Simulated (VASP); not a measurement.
Level of theory: PBE GGA with D3 dispersion (Becke-Johnson damping), VASP's PBE PAW potentials (set 64) (plane waves; VASP 6.6.1).

VASP input:

**KPOINTS_OPT**
```
k-points along high-symmetry lines
15
Line-mode
Reciprocal
  0.000000   0.000000   0.000000 ! GAMMA
  0.500000   0.000000   0.000000 ! M

  0.500000   0.000000   0.000000 ! M
  0.333333   0.333333   0.000000 ! K

  0.333333   0.333333   0.000000 ! K
  0.000000   0.000000   0.000000 ! GAMMA
```

INCAR:
```
! general
SYSTEM  = PtSe2 monolayer
PREC    = Accurate
ENCUT   = 400   ! plane-wave cut-off (eV)
LREAL   = F   ! projection in real space or not
LASPH   = T   ! aspherical one-centre terms
ISYM    = 0

! electronic loop
EDIFF   = 1E-6
NELM    = 100   ! most electronic steps
ALGO    = Normal   ! blocked Davidson
LMAXMIX = 6   ! l cut-off of mixed one-centre charges

! smearing
ISMEAR  = 0
SIGMA   = 0.05

! functional
GGA     = PE   ! PBE
IVDW    = 12

! ions
ISIF    = 2   ! forces and stress, cell fixed

! output
LWAVE   = F
LCHARG  = F
LORBIT  = 11   ! lm-projected
LVHAR   = T

! other
LDIPOL  = T
IDIPOL  = 3
DIPOL   = 0.5 0.5 0.5
```

**POSCAR**
```
PtSe2 monolayer
1
    3.5590321458     0.0000000000     0.0000000000
   -1.7795160729     3.0822124788     0.0000000000
    0.0000000000     0.0000000000    18.8189066456
Se Pt
2 1
Direct
  0.6666670000   0.3333330000   0.4249496451
  0.3333330000   0.6666670000   0.5750503549
  0.0000000000   0.0000000000   0.5000000000
```

KPOINTS:
```
Regular mesh
0
G
12 12 1
0 0 0
```

POTCAR, in this order: Se Pt (PBE.64 set). Program: vasp_std.

Output of the run:

OSZICAR:
```
       N       E                     dE             d eps       ncg     rms          rms(c)
DAV:   1     0.150838638514E+03    0.15084E+03   -0.70298E+03  2220   0.904E+02
DAV:   2    -0.173520385300E+01   -0.15257E+03   -0.14682E+03  3342   0.185E+02
DAV:   3    -0.147471112749E+02   -0.13012E+02   -0.12895E+02  2843   0.661E+01
DAV:   4    -0.149430362980E+02   -0.19593E+00   -0.19569E+00  2853   0.927E+00
DAV:   5    -0.149468024054E+02   -0.37661E-02   -0.37659E-02  3051   0.120E+00    0.137E+01
DAV:   6    -0.142856330583E+02    0.66117E+00   -0.44935E+00  2549   0.218E+01    0.756E+00
DAV:   7    -0.141557662412E+02    0.12987E+00   -0.11827E+00  2584   0.118E+01    0.342E+00
DAV:   8    -0.141120163619E+02    0.43750E-01   -0.85720E-02  2948   0.334E+00    0.692E-01
DAV:   9    -0.141106146130E+02    0.14017E-02   -0.20892E-02  3074   0.134E+00    0.233E-01
DAV:  10    -0.141104625375E+02    0.15208E-03   -0.20250E-03  3011   0.443E-01    0.103E-01
DAV:  11    -0.141104969074E+02   -0.34370E-04   -0.59006E-05  2864   0.649E-02    0.405E-02
DAV:  12    -0.141105130666E+02   -0.16159E-04   -0.74493E-05  2696   0.796E-02    0.120E-02
DAV:  13    -0.141105257759E+02   -0.12709E-04   -0.13700E-05  2731   0.221E-02    0.917E-03
DAV:  14    -0.141105433848E+02   -0.17609E-04   -0.58923E-06  2000   0.131E-02    0.485E-03
DAV:  15    -0.141105847093E+02   -0.41325E-04   -0.15829E-05  2444   0.172E-02    0.383E-03
DAV:  16    -0.141105915940E+02   -0.68847E-05   -0.78668E-07  2230   0.551E-03    0.273E-03
DAV:  17    -0.141106007302E+02   -0.91362E-05   -0.12362E-06  2108   0.472E-03    0.198E-03
DAV:  18    -0.141106024814E+02   -0.17513E-05   -0.13090E-07  2489   0.301E-03    0.669E-04
DAV:  19    -0.141106074355E+02   -0.49540E-05   -0.29345E-07  2230   0.241E-03    0.610E-04
DAV:  20    -0.141106097447E+02   -0.23092E-05   -0.45417E-08  2272   0.136E-03    0.204E-04
DAV:  21    -0.141106120860E+02   -0.23414E-05   -0.58607E-08  1908   0.891E-04    0.163E-04
DAV:  22    -0.141106124962E+02   -0.41017E-06   -0.44917E-09  2104   0.300E-04
   1 F= -.15071276E+02 E0= -.15071276E+02  d E =-.502541E-11
       N       E                     dE             ncg
```

**OUTCAR**
```
------------------------ aborting loop because EDIFF is reached ----------------------------------------
 Edisp (eV)   -0.96066
  FORCE on cell =-STRESS in cart. coord.  units (eV):
  Direction    XX          YY          ZZ          XY          YZ          ZX
  --------------------------------------------------------------------------------------
  Total       2.70972     2.70969    -0.05145    -0.00002    -0.00003     0.00004
  in kB      21.03034    21.03008    -0.39932    -0.00019    -0.00021     0.00034
  external pressure =       13.89 kB  Pullay stress =        0.00 kB
  volume of cell :      206.44
      direct lattice vectors                 reciprocal lattice vectors
     3.559032146  0.000000000  0.000000000     0.280975265  0.162221133  0.000000000
    -1.779516073  3.082212479  0.000000000     0.000000000  0.324442266  0.000000000
     0.000000000  0.000000000 18.818906646     0.000000000  0.000000000  0.053138050
 POSITION                                       TOTAL-FORCE (eV/Angst)
 -----------------------------------------------------------------------------------
      1.77952      1.02740      7.99709        -0.000016      0.000010      0.005816
     -0.00000      2.05481     10.82182         0.000016     -0.000010     -0.005817
      0.00000      0.00000      9.40945         0.000000      0.000000      0.000002
 -----------------------------------------------------------------------------------
    total drift:                                0.000000      0.000000     -0.000003
  FREE ENERGIE OF THE ION-ELECTRON SYSTEM (eV)
  ---------------------------------------------------
  free  energy   TOTEN  =       -15.0712755271 eV

  energy  without entropy=      -15.0712755271  energy(sigma->0) =      -15.07127553

 total charge

# of ion       s       p       d       tot
------------------------------------------
    1        1.478   2.273   0.060   3.811
    2        1.478   2.273   0.060   3.811
    3        0.690   0.731   8.028   9.449
--------------------------------------------------
tot          3.645   5.277   8.147  17.070
```
(Selected blocks of OUTCAR.)

The cell holds a wide vacuum, so values per volume refer to the whole cell.

The cell is a sheet with vacuum, built from a generated structure.
